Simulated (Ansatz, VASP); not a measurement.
# Al4Si2HO9F3 in VASP and in Ansatz

```xyz
38
Lattice="8.4910 0.0000 0.0000 0.0000 4.7216 0.0000 -0.0039 0.0000 8.9286" Properties=species:S:1:pos:R:3 pbc="T T T"
Al    4.9465    0.4609    7.8713
Al    7.7900    0.4546    7.8655
Al    7.8150    1.9007    3.4168
Al    4.9484    1.9138    3.3853
Al    3.5406    2.8218    1.0573
Al    0.6972    2.8155    1.0631
Al    0.6722    4.2615    5.5118
Al    3.5387    4.2746    5.5433
Si    2.1287    0.4745    2.7392
Si    2.1250    1.8760    7.2381
Si    6.3585    2.8353    6.1894
Si    6.3621    4.2368    1.6905
H     1.4157    2.3222    4.4378
H     7.0715    4.6830    4.4908
O     2.1386    0.2453    4.3976
O     7.9235    0.4239    4.4904
O     6.3462    0.9533    2.5199
O     0.8031    0.9696    6.8120
O     3.4623    0.9884    6.8001
O     0.8004    1.3561    2.2879
O     3.4636    1.3737    2.3226
O     6.3570    1.3911    6.9862
O     2.1237    2.1875    8.8690
O     6.3486    2.6061    4.5310
O     0.5636    2.7847    4.4382
O     2.1409    3.3142    6.4087
O     5.0249    3.3492    2.1285
O     7.6841    3.3304    2.1166
O     5.0235    3.7345    6.6061
O     7.6867    3.7169    6.6407
O     2.1301    3.7519    1.9424
O     6.3635    4.5484    0.0596
F     4.7387    0.4673    4.4878
F     4.7195    1.9180    0.0038
F     8.0161    1.9078    8.9256
F     3.7484    2.8281    4.4408
F     0.4710    4.2686    0.0030
F     3.7676    4.2788    8.9248
```

The cell comes from a database or a generator and needn't be the stable form of this composition.

Alike in both runs: task electric field gradients; functional PBE; k mesh 3 × 5 × 3; occupations fermi-dirac, width 0.02 eV; no spin polarisation.

|  | VASP | Ansatz |
| --- | --- | --- |
| version | VASP 6.6.1 | Ansatz 0.2.0 |
| potentials or method | VASP PAW PBE potentials, release 64 (Al, Si, H, O, F) | plane-wave PAW, scalar-relativistic |
| plane-wave cutoff (eV) | 520 | 420 |
| valence electrons in the cell | 192 | 192 |

```csv
,VASP,Ansatz,Ansatz less VASP
gap on the k mesh at the Fermi level (eV),5.35,5.37,+0.015
pressure (GPa),0.2,0.2,+0.08
rms of the force components (eV/Å),0.033,0.030,-0.0028
Vzz of the field gradient on the site that differs most (V/Å²),77.7,79.3,+1.55
```

Atom by atom the forces differ by 0.027 eV/Å (rms over components).

Caveats: an odd mesh through Γ misses points on the zone boundary, where band edges often lie. A hybrid or GW would open this gap; PBE tends to underestimate it.
